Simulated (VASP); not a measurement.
An input for Quantum ESPRESSO's pw.x (written as the equivalent of a VASP run, and not itself run):

```
&CONTROL
  calculation = 'scf'
  pseudo_dir = './pseudo'
  outdir = './out'
  tprnfor = .true.
  tstress = .true.
/
&SYSTEM
  ibrav = 0
  nat = 4
  ntyp = 2
  ecutwfc = 84
  occupations = 'smearing'
  smearing = 'fermi-dirac'
  degauss = 0.009996
  input_dft = 'pz'
/
&ELECTRONS
  conv_thr = 7.3e-08
  electron_maxstep = 100
/
ATOMIC_SPECIES
  Ti 47.867 Ti.upf
  Zn 65.380 Zn.upf
CELL_PARAMETERS angstrom
     3.8808300    0.0000000    0.0000000
     0.0000000    3.8808300    0.0000000
     0.0000000    0.0000000    3.8808300
ATOMIC_POSITIONS crystal
  Ti  -0.0045880  0.0097140  0.0009940
  Zn   0.0024780  0.4982150  0.4954730
  Zn   0.5133130  0.0046710  0.5007250
  Zn   0.4887970  0.4873990  0.0028080
K_POINTS automatic
  5 5 5 0 0 0
```

Q: Translate this input to VASP (INCAR, KPOINTS, POSCAR, choice of POTCAR).

A: One answer among several that fit: 
**INCAR**
```
# general
SYSTEM =TiZn3
PREC   =Accurate
ENCUT  =300   # plane-wave cut-off (eV)
LREAL  =F
LASPH  =T   # aspherical one-centre terms

# electronic loop
EDIFF  =1E-6
NELM   =100
ALGO   =Normal
LMAXMIX=4   # l cut-off of mixed one-centre charges

# smearing
ISMEAR =-1
SIGMA  =0.136   # width (eV)

# ions
ISIF   =2

# output
LWAVE  =F
LCHARG =F
```

### POSCAR
```
TiZn3
1
    3.8808300000     0.0000000000     0.0000000000
    0.0000000000     3.8808300000     0.0000000000
    0.0000000000     0.0000000000     3.8808300000
Ti Zn
1 3
Direct
 -0.0045880000   0.0097140000   0.0009940000
  0.0024780000   0.4982150000   0.4954730000
  0.5133130000   0.0046710000   0.5007250000
  0.4887970000   0.4873990000   0.0028080000
```

**KPOINTS**
```
Automatic mesh
0
Gamma
5 5 5
0 0 0
```

POTCAR, in this order: Ti_sv Zn (LDA.64 set). Program: vasp_std.

The two are equivalent in intent, not identical: the potentials are each code's own (VASP's PAW set, PseudoDojo norm-conserving files in pw.x), so ENCUT and ecutwfc are chosen apart and not converted; conv_thr bounds pw.x's estimated SCF error, while EDIFF bounds the energy change between steps.

The structure comes from a computed database's TiZn3 entry; how it stands against other phases isn't given here. The cell was not relaxed at this level, atoms are displaced from their ideal sites. The k-mesh is coarse (spacing up to 0.32 per Å, 2π included), so the numbers may not be converged in it. The run is one of a series of settings (GGA removed, POTCAR Ti_sv Zn (LDA.64 set) against the base run), some of them coarse on purpose.
